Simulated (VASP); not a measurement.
## GaGe under changes of volume

One of the cells (22.527 Å³/atom); the others are scaled copies at fixed shape and fractional positions:

```xyz
2
Lattice="0.0000 2.8242 2.8242 2.8242 0.0000 2.8242 2.8242 2.8242 0.0000" Properties=species:S:1:pos:R:3 pbc="T T T"
Ge    0.0000    0.0000    0.0000
Ga    1.4121    1.4121    1.4121
```

The cell comes from a database or a generator and needn't be the stable form of this composition.

* Program: VASP 6.6.1
* Functional: LDA
* Potentials or basis: VASP PAW LDA potentials, release 64 (Ge_d, Ga_d)
* Cutoff: 520 eV
* k mesh: 8 × 8 × 8
* Occupations: fermi-dirac, width 0.05 eV
* Spin: no spin polarisation

```tsv
volume (Å³/atom)	energy over the lowest point (meV/atom)	pressure (GPa)
21.626	6.90	2.5
22.076	?	?
22.527	0.00	-0.1
22.977	1.85	-1.2
23.428	6.77	-2.3
```

Q: What does the run at 22.076 Å³/atom give?

A: Energy over the lowest point 1.59 meV/atom; pressure 1.1 GPa.

Worked out: A Birch-Murnaghan fit of order 2 (a polynomial in V^(-2/3)) to the other rows has its minimum at 22.50 Å³/atom with B0 = V·E''(V) = 61 GPa. It gives 1.57 meV/atom at 22.076 Å³/atom, against the run's 1.59, and -dE/dV = 1.2 GPa, against 1.1.

Energies are extrapolated to zero smearing.
